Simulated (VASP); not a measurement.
Method: revTPSS meta-GGA, VASP's PBE PAW potentials (set 64) (plane waves; VASP).

A VASP calculation is set up with these files.

### KPOINTS
```
Automatic mesh
0
Gamma
7 7 7
0 0 0
```

File POSCAR:
```
CdTe
1.0
  0.0000000000   3.3122451920   3.3122451920
  3.3122451920   0.0000000000   3.3122451920
  3.3122451920   3.3122451920   0.0000000000
Cd Te
1 1
Direct
  0.0000000000   0.0000000000   0.0000000000
  0.2500000000   0.2500000000   0.2500000000
```

INCAR:
```
SYSTEM  =  CdTe
PREC  =  Accurate; ENCUT  =  520; LREAL  =  .False.
LASPH  =  .True.
EDIFF  =  1E-7; NELM  =  100; ALGO  =  Normal
LMAXMIX  =  4; LMIXTAU  =  .True.
ISMEAR  =  0; SIGMA  =  0.05
METAGGA  =  RTPSS
ISIF  =  2
LWAVE  =  .False.; LCHARG  =  .False.
```

POTCAR, in this order: Cd Te (PBE.64 set). Program: vasp_std.

Output

### OSZICAR
```
       N       E                     dE             d eps       ncg     rms          rms(c)
DAV:   1     0.131679129976E+03    0.13168E+03   -0.83227E+03   520   0.120E+03
DAV:   2     0.304652607950E+02   -0.10121E+03   -0.97188E+02   565   0.274E+02
DAV:   3     0.265051030257E+02   -0.39602E+01   -0.39495E+01   630   0.568E+01
DAV:   4     0.264692354677E+02   -0.35868E-01   -0.35864E-01   701   0.481E+00
DAV:   5     0.264691003599E+02   -0.13511E-03   -0.13511E-03   605   0.260E-01    0.540E+00
DAV:   6     0.319892215023E+02    0.55201E+01   -0.38649E+00   520   0.295E+01    0.512E+00
DAV:   7     0.312738549739E+02   -0.71537E+00   -0.10092E+00   520   0.130E+01    0.334E+00
DAV:   8     0.315781976519E+02    0.30434E+00   -0.16092E+00   520   0.144E+01    0.144E+00
DAV:   9     0.313139681112E+02   -0.26423E+00   -0.98041E-01   520   0.118E+01    0.777E-01
DAV:  10     0.312974328624E+02   -0.16535E-01   -0.10397E-02   620   0.995E-01    0.671E-01
DAV:  11     0.312972472111E+02   -0.18565E-03   -0.76100E+01   520   0.384E+03    0.499E-01
DAV:  12     0.308713305183E+02   -0.42592E+00   -0.24212E+00   790   0.174E+01    0.168E+00
DAV:  13     0.312709000960E+02    0.39957E+00   -0.15461E+01   520   0.685E+00    0.167E-01
DAV:  14     0.312702502131E+02   -0.64988E-03   -0.99453E-04   560   0.344E-01    0.533E-02
DAV:  15     0.312795540397E+02    0.93038E-02   -0.34029E+02   520   0.174E+04    0.428E-02
DAV:  16     0.312702251567E+02   -0.93289E-02   -0.75919E-02   535   0.382E+00    0.331E-02
DAV:  17     0.312698390461E+02   -0.38611E-03   -0.18991E-04   545   0.138E-01    0.408E-02
DAV:  18     0.312697939033E+02   -0.45143E-04   -0.11259E-05   555   0.387E-02    0.428E-02
DAV:  19     0.312697945368E+02    0.63349E-06   -0.50616E-07   615   0.763E-03    0.402E-02
DAV:  20     0.312697868489E+02   -0.76878E-05   -0.31889E-06   525   0.193E-02    0.347E-02
DAV:  21     0.312697846082E+02   -0.22407E-05   -0.15285E-06   550   0.115E-02    0.320E-02
DAV:  22     0.312697834590E+02   -0.11492E-05   -0.16039E-07   577   0.453E-03    0.301E-02
DAV:  23     0.312697818994E+02   -0.15596E-05   -0.23980E-06   530   0.125E-02    0.218E-02
DAV:  24     0.312697799837E+02   -0.19157E-05   -0.19675E-06   530   0.107E-02    0.142E-02
DAV:  25     0.312697798719E+02   -0.11175E-06   -0.29401E-07   577   0.448E-03    0.107E-02
DAV:  26     0.312697799587E+02    0.86775E-07   -0.10492E-06   520   0.728E-03    0.348E-03
DAV:  27     0.312697800334E+02    0.74652E-07   -0.11651E-07   541   0.277E-03
   1 F= 0.31269780E+02 E0= 0.31269780E+02  d E =-.610618E-12
```

OUTCAR:
```
------------------------ aborting loop because EDIFF is reached ----------------------------------------
  FORCE on cell =-STRESS in cart. coord.  units (eV):
  Direction    XX          YY          ZZ          XY          YZ          ZX
  --------------------------------------------------------------------------------------
  Total       -0.4720936     -0.4720936     -0.4720936      0.0000000      0.0000000      0.0000000
  in kB      -10.4073765    -10.4073765    -10.4073765      0.0000000      0.0000000      0.0000000
  external PRESSURE =     -10.4073765 kB  Pullay stress =       0.0000000 kB
  volume of cell :       72.68
      direct lattice vectors                 reciprocal lattice vectors
     0.000000000  3.312245192  3.312245192    -0.150955008  0.150955008  0.150955008
     3.312245192  0.000000000  3.312245192     0.150955008 -0.150955008  0.150955008
     3.312245192  3.312245192  0.000000000     0.150955008  0.150955008 -0.150955008
  FREE ENERGIE OF THE ION-ELECTRON SYSTEM (eV)
  ---------------------------------------------------
  free  energy   TOTEN  =        31.2697800334 eV

  energy  without entropy=       31.2697800334  energy(sigma->0) =       31.26978003
```
(Selected blocks of OUTCAR.)

The compound is CdTe in the zinc blende structure. This cell is one point of a volume scan, at 1.03 of the reference volume.
